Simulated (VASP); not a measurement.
A convergence study with VASP on Ru (space group P6_3/mmc): one setting is varied, all else stays as given below, so the limit is that of these other settings.

```xyz
2
Lattice="1.3509 -2.3399 0.0000 1.3509 2.3399 0.0000 0.0000 0.0000 4.2672" Properties=species:S:1:pos:R:3 pbc="T T T"
Ru     1.3509     0.7800     1.0668
Ru     1.3509    -0.7800     3.2004
```

Calculation: PBE GGA, VASP's PBE PAW potentials (set 64) (plane waves; VASP). The tightest run used: 450 eV cut-off, 14×14×8 Γ-centred mesh, Fermi-Dirac smearing of 0.10 eV, potentials Ru_pv.

Problem. The settings run are ENCUT = 150; ENCUT = 180; ENCUT = 210; ENCUT = 255; ENCUT = 360; ENCUT = 450. From which on does the highest Γ mode stay within 2 cm⁻¹ of the tightest run?

Solution. From ENCUT = 255 on: it is off by 0.3 there and by no more than 2 in any finer run, while ENCUT = 210 is off by 9.9.
```csv
setting,highest Γ mode (cm⁻¹),plane waves,difference judged (cm⁻¹)
ENCUT = 150,364.3,124,97.9
ENCUT = 180,233.6,158,32.8
ENCUT = 210,256.5,196,9.9
ENCUT = 255,266.7,264,0.3
ENCUT = 360,266.0,446,0.4
ENCUT = 450,266.4,594,0.0
```

Left out are rungs that failed or repeat a setting and relaxations that didn't move; long series are thinned to 24 rows.

The structure is a typed Ru crystal (space group no. 194). The cell was not relaxed at this level.
